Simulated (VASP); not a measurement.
Computed with SCAN meta-GGA, VASP's PBE PAW potentials (set 64) (plane waves; VASP).

A VASP calculation is set up with these files.

KPOINTS_OPT:
```
k-points along high-symmetry lines
6
Line-mode
Reciprocal
  0.000000   0.000000   0.000000 ! GAMMA
  0.000000   0.500000   0.000000 ! M

  0.000000   0.500000   0.000000 ! M
 -0.333333   0.666667   0.000000 ! K

 -0.333333   0.666667   0.000000 ! K
  0.000000   0.000000   0.000000 ! GAMMA

  0.000000   0.000000   0.000000 ! GAMMA
  0.000000   0.000000   0.500000 ! A

  0.000000   0.000000   0.500000 ! A
  0.000000   0.500000   0.500000 ! L

  0.000000   0.500000   0.500000 ! L
 -0.333333   0.666667   0.500000 ! H

 -0.333333   0.666667   0.500000 ! H
  0.000000   0.000000   0.500000 ! A

  0.000000   0.500000   0.500000 ! L
  0.000000   0.500000   0.000000 ! M

 -0.333333   0.666667   0.500000 ! H
 -0.333333   0.666667   0.000000 ! K
```

**INCAR**
```
ALGO=Normal
EDIFF=1E-7
ENCUT=520
ISIF=2
ISMEAR=-5
LASPH=.TRUE.
LCHARG=.FALSE.
LMAXMIX=4
LMIXTAU=.TRUE.
LORBIT=11
LREAL=.FALSE.
LWAVE=.FALSE.
METAGGA=SCAN
NEDOS=601
NELM=100
PREC=Accurate
SYSTEM=GaN
```

**KPOINTS**
```
Automatic mesh
0
Gamma
11 11 6
0 0 0
```

### POSCAR
```
GaN
1
    1.5920047352    -2.7574330494     0.0000000000
    1.5920047352     2.7574330494     0.0000000000
    0.0000000000     0.0000000000     5.1892502151
Ga N
2 2
Direct
  0.6666670000   0.3333330000   0.5001192119
  0.3333330000   0.6666670000   0.0001192119
  0.6666670000   0.3333330000   0.8768807881
  0.3333330000   0.6666670000   0.3768807881
```

POTCAR, in this order: Ga_d N (PBE.64 set). Program: vasp_std.

Output of the run:

### OSZICAR
```
       N       E                     dE             d eps       ncg     rms          rms(c)
DAV:   1     0.251172229654E+03    0.25117E+03   -0.19056E+04  2950   0.314E+03
DAV:   2    -0.275061409415E+02   -0.27868E+03   -0.27087E+03  3172   0.549E+02
DAV:   3    -0.622658183215E+02   -0.34760E+02   -0.34501E+02  3218   0.158E+02
DAV:   4    -0.636884836390E+02   -0.14227E+01   -0.14184E+01  4040   0.343E+01
DAV:   5    -0.637104473812E+02   -0.21964E-01   -0.21954E-01  3198   0.377E+00    0.101E+01
DAV:   6    -0.533962457454E+02    0.10314E+02   -0.14150E+01  5176   0.661E+01    0.297E+00
DAV:   7    -0.531732683666E+02    0.22298E+00   -0.18848E+00  3152   0.148E+01    0.245E+00
DAV:   8    -0.550547506743E+02   -0.18815E+01   -0.12842E+00  3814   0.945E+00    0.164E+00
DAV:   9    -0.534713572624E+02    0.15834E+01   -0.66643E-01  2936   0.656E+00    0.606E-01
DAV:  10    -0.537512810943E+02   -0.27992E+00   -0.17412E-01  3260   0.488E+00    0.426E-01
DAV:  11    -0.537815334066E+02   -0.30252E-01   -0.76423E-02  2832   0.328E+00    0.142E-01
DAV:  12    -0.537809557385E+02    0.57767E-03   -0.32616E-02  3150   0.245E+00    0.933E-02
DAV:  13    -0.537829388619E+02   -0.19831E-02   -0.53271E-03  3632   0.952E-01    0.983E-02
DAV:  14    -0.537934738019E+02   -0.10535E-01   -0.64600E-03  2824   0.106E+00    0.352E-02
DAV:  15    -0.537928263314E+02    0.64747E-03   -0.74243E-04  3720   0.354E-01    0.162E-02
DAV:  16    -0.537927986151E+02    0.27716E-04   -0.78211E-05  3488   0.794E-02    0.105E-02
DAV:  17    -0.537930634248E+02   -0.26481E-03   -0.82655E-05  2840   0.114E-01    0.134E-02
DAV:  18    -0.537930887109E+02   -0.25286E-04   -0.17371E-05  3114   0.506E-02    0.851E-03
DAV:  19    -0.537930867490E+02    0.19619E-05   -0.31785E-06  2938   0.202E-02    0.534E-03
DAV:  20    -0.537930681071E+02    0.18642E-04   -0.19571E-06  3086   0.145E-02    0.914E-04
DAV:  21    -0.537930631078E+02    0.49992E-05   -0.55461E-07  2954   0.708E-03    0.158E-03
DAV:  22    -0.537930610091E+02    0.20987E-05   -0.55307E-08  1612   0.392E-03    0.150E-03
DAV:  23    -0.537930604469E+02    0.56228E-06   -0.18966E-07  2328   0.410E-03    0.794E-04
DAV:  24    -0.537930598500E+02    0.59688E-06   -0.23546E-08  1426   0.208E-03    0.415E-04
DAV:  25    -0.537930605701E+02   -0.72007E-06   -0.80647E-09  1444   0.102E-03    0.956E-05
DAV:  26    -0.537930602790E+02    0.29106E-06   -0.87239E-09  1438   0.976E-04    0.213E-04
DAV:  27    -0.537930602873E+02   -0.82910E-08   -0.23873E-09  1444   0.591E-04
   1 F= -.53793060E+02 E0= -.53793060E+02  d E =0.000000E+00
       N       E                     dE             ncg
```

**OUTCAR**
```
------------------------ aborting loop because EDIFF is reached ----------------------------------------
  FORCE on cell =-STRESS in cart. coord.  units (eV):
  Direction    XX          YY          ZZ          XY          YZ          ZX
  --------------------------------------------------------------------------------------
  Total       -0.0015187     -0.0015187      0.0021682      0.0000000      0.0000000      0.0000000
  in kB       -0.0534069     -0.0534069      0.0762460      0.0000000      0.0000000      0.0000000
  external PRESSURE =      -0.0101892 kB  Pullay stress =       0.0000000 kB
  volume of cell :       45.56
      direct lattice vectors                 reciprocal lattice vectors
     1.592004735 -2.757433049  0.000000000     0.314069418 -0.181328065  0.000000000
     1.592004735  2.757433049  0.000000000     0.314069418  0.181328065  0.000000000
     0.000000000  0.000000000  5.189250215     0.000000000  0.000000000  0.192706067
  FREE ENERGIE OF THE ION-ELECTRON SYSTEM (eV)
  ---------------------------------------------------
  free  energy   TOTEN  =       -53.7930602873 eV

  energy  without entropy=      -53.7930602873  energy(sigma->0) =      -53.79306029

 total charge

# of ion       s       p       d       tot
------------------------------------------
    1        0.760   0.881  10.192  11.833
    2        0.760   0.881  10.192  11.833
    3        1.236   2.551   0.000   3.787
    4        1.236   2.551   0.000   3.787
--------------------------------------------------
tot          3.993   6.863  20.384  31.240
```
(Selected blocks of OUTCAR.)

OUTCAR:
```
 val. band max:        5.0524002932   @ k =   0.0000   0.0000   0.0000

 cond. band min:       7.2804040109   @ k =   0.0000   0.0000   0.0000


 Fermi energy:         5.0538612952

 k-point     1 :       0.0000    0.0000    0.0000
  band No.  band energies     occupation
      1     -11.7827      2.00000
      2     -10.7779      2.00000
      3      -8.7680      2.00000
      4      -8.7552      2.00000
      5      -8.7552      2.00000
      6      -8.6873      2.00000
      7      -8.6872      2.00000
      8      -8.4697      2.00000
      9      -8.4697      2.00000
     10      -8.3728      2.00000
     11      -8.3727      2.00000
     12      -7.2831      2.00000
     13      -2.1367      2.00000
     14       3.9881      2.00000
     15       3.9882      2.00000
     16       5.0149      2.00000
     17       5.0524      2.00000
     18       5.0524      2.00000
     19       7.2804      0.00000
     20       9.7749      0.00000
     21      14.9489      0.00000
     22      15.5706      0.00000

 k-point     2 :       0.0909    0.0000    0.0000
  band No.  band energies     occupation
      1     -11.7010      2.00000
      2     -10.7535      2.00000
      3      -8.7605      2.00000
      4      -8.7428      2.00000
      5      -8.7273      2.00000
      6      -8.6770      2.00000
      7      -8.6704      2.00000
      8      -8.4767      2.00000
      9      -8.4705      2.00000
     10      -8.3868      2.00000
     11      -8.3707      2.00000
     12      -7.2303      2.00000
     13      -2.0161      2.00000
     14       3.3783      2.00000
     15       3.8111      2.00000
     16       4.3292      2.00000
     17       4.9321      2.00000
     18       4.9762      2.00000
     19       7.9467      0.00000
     20      10.2969      0.00000
     21      14.6667      0.00000
     22      15.0295      0.00000

 k-point     3 :       0.1818    0.0000    0.0000
  band No.  band energies     occupation
      1     -11.4805      2.00000
...
```

The compound is GaN in the wurtzite structure. It was relaxed first.
